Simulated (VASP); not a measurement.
Calculation: SCAN meta-GGA, VASP's PBE PAW potentials (set 64) (plane waves; VASP 6.6.1).

A VASP calculation is set up with these files.

**POSCAR**
```
MgO
1.0
  0.0000000000   2.0714941962   2.0714941962
  2.0714941962   0.0000000000   2.0714941962
  2.0714941962   2.0714941962   0.0000000000
Mg O
1 1
Cartesian
  0.0000000000   0.0000000000   0.0000000000
  2.0714941962   2.0714941962   2.0714941962
```

INCAR:
```
SYSTEM=MgO
PREC=Accurate; ENCUT=520; LREAL=.False.
LASPH=.True.
EDIFF=1E-7; NELM=100; ALGO=Normal
LMIXTAU=.True.
ISMEAR=0; SIGMA=0.05
METAGGA=SCAN
ISIF=2
LWAVE=.False.; LCHARG=.False.
```

File KPOINTS:
```
K-points
0
G
 11 11 11
0 0 0
```

POTCAR, in this order: Mg O (PBE.64 set). Program: vasp_std.

What VASP printed:

File OSZICAR:
```
       N       E                     dE             d eps       ncg     rms          rms(c)
DAV:   1     0.643685456836E+01    0.64369E+01   -0.51180E+03  1072   0.925E+02
DAV:   2    -0.205899835989E+02   -0.27027E+02   -0.25902E+02  1088   0.147E+02
DAV:   3    -0.209445198669E+02   -0.35454E+00   -0.35454E+00  1152   0.185E+01
DAV:   4    -0.209450746078E+02   -0.55474E-03   -0.55474E-03  1192   0.699E-01
DAV:   5    -0.209450751171E+02   -0.50925E-06   -0.50925E-06  1200   0.166E-02    0.692E+00
DAV:   6    -0.173637981172E+02    0.35813E+01   -0.48567E+00   896   0.162E+01    0.202E+00
DAV:   7    -0.176659607477E+02   -0.30216E+00   -0.18566E+00   896   0.138E+01    0.212E+00
DAV:   8    -0.144052061049E+02    0.32608E+01   -0.41829E-01   904   0.616E+00    0.651E-01
DAV:   9    -0.172721451745E+02   -0.28669E+01   -0.14831E+00   896   0.117E+01    0.280E+00
DAV:  10    -0.172892774278E+02   -0.17132E-01   -0.59494E-01   896   0.678E+00    0.826E-01
DAV:  11    -0.172848799624E+02    0.43975E-02   -0.67323E-03   928   0.891E-01    0.645E-01
DAV:  12    -0.172797008737E+02    0.51791E-02   -0.12671E-02   904   0.884E-01    0.376E-01
DAV:  13    -0.172765642317E+02    0.31366E-02   -0.14553E-02   944   0.956E-01    0.375E-02
DAV:  14    -0.172771004776E+02   -0.53625E-03   -0.23834E-04   896   0.260E-01    0.325E-02
DAV:  15    -0.172769518682E+02    0.14861E-03   -0.63344E-05   984   0.101E-01    0.149E-02
DAV:  16    -0.172770646268E+02   -0.11276E-03   -0.50081E-05   896   0.106E-01    0.463E-03
DAV:  17    -0.172770466725E+02    0.17954E-04   -0.29739E-06  1144   0.180E-02    0.169E-03
DAV:  18    -0.172770500915E+02   -0.34190E-05   -0.56008E-07   912   0.120E-02    0.121E-03
DAV:  19    -0.172770442352E+02    0.58562E-05   -0.40450E-07   976   0.777E-03    0.132E-04
DAV:  20    -0.172770437637E+02    0.47151E-06   -0.15120E-08   544   0.145E-03    0.227E-04
DAV:  21    -0.172770438041E+02   -0.40381E-07   -0.46978E-09   504   0.855E-04
   1 F= -.17277044E+02 E0= -.17277044E+02  d E =-.480100E-15
```

### OUTCAR
```
------------------------ aborting loop because EDIFF is reached ----------------------------------------
  FORCE on cell =-STRESS in cart. coord.  units (eV):
  Direction    XX          YY          ZZ          XY          YZ          ZX
  --------------------------------------------------------------------------------------
  Total        0.6315488      0.6315488      0.6315488     -0.0000000     -0.0000000      0.0000000
  in kB       56.9162544     56.9162544     56.9162544     -0.0000000     -0.0000000      0.0000000
  external PRESSURE =      56.9162544 kB  Pullay stress =       0.0000000 kB
  volume of cell :       17.78
      direct lattice vectors                 reciprocal lattice vectors
     0.000000000  2.071494196  2.071494196    -0.241371663  0.241371663  0.241371663
     2.071494196  0.000000000  2.071494196     0.241371663 -0.241371663  0.241371663
     2.071494196  2.071494196  0.000000000     0.241371663  0.241371663 -0.241371663
  FREE ENERGIE OF THE ION-ELECTRON SYSTEM (eV)
  ---------------------------------------------------
  free  energy   TOTEN  =       -17.2770438041 eV

  energy  without entropy=      -17.2770438041  energy(sigma->0) =      -17.27704380
```
(Selected blocks of OUTCAR.)

File OUTCAR:
```
 val. band max:        3.1278090544   @ k =   0.0000   0.0000   0.0000

 cond. band min:       9.2052098270   @ k =   0.0000   0.0000   0.0000


 Fermi energy:         3.3808122798

 k-point     1 :       0.0000    0.0000    0.0000
  band No.  band energies     occupation
      1     -15.4041      2.00000
      2       3.1277      2.00000
      3       3.1278      2.00000
      4       3.1278      2.00000
      5       9.2052      0.00000
      6      20.2241      0.00000
      7      20.2241      0.00000
      8      20.2241      0.00000

 k-point     2 :       0.0909    0.0000    0.0000
  band No.  band energies     occupation
      1     -15.3103      2.00000
      2       2.5853      2.00000
      3       3.0651      2.00000
      4       3.0651      2.00000
      5       9.7249      0.00000
      6      19.1240      0.00000
      7      20.4502      0.00000
      8      20.4502      0.00000

 k-point     3 :       0.1818    0.0000    0.0000
  band No.  band energies     occupation
      1     -15.0502      2.00000
      2       1.3815      2.00000
      3       2.9016      2.00000
      4       2.9017      2.00000
      5      10.8119      0.00000
      6      17.6816      0.00000
      7      20.9707      0.00000
      8      20.9707      0.00000

 k-point     4 :       0.2727    0.0000    0.0000
  band No.  band energies     occupation
      1     -14.6830      2.00000
      2       0.0713      2.00000
      3       2.6968      2.00000
      4       2.6969      2.00000
      5      11.7567      0.00000
      6      16.9625      0.00000
      7      21.2961      0.00000
      8      21.2961      0.00000

 k-point     5 :       0.3636    0.0000    0.0000
  band No.  band energies     occupation
      1     -14.3132      2.00000
      2      -1.0099      2.00000
      3       2.5170      2.00000
      4       2.5171      2.00000
      5      12.1691      0.00000
      6      17.0659      0.00000
      7      21.2051      0.00000
...
```

The compound is MgO in the rock salt structure. This cell is one point of a volume scan, at 0.97 of the reference volume.
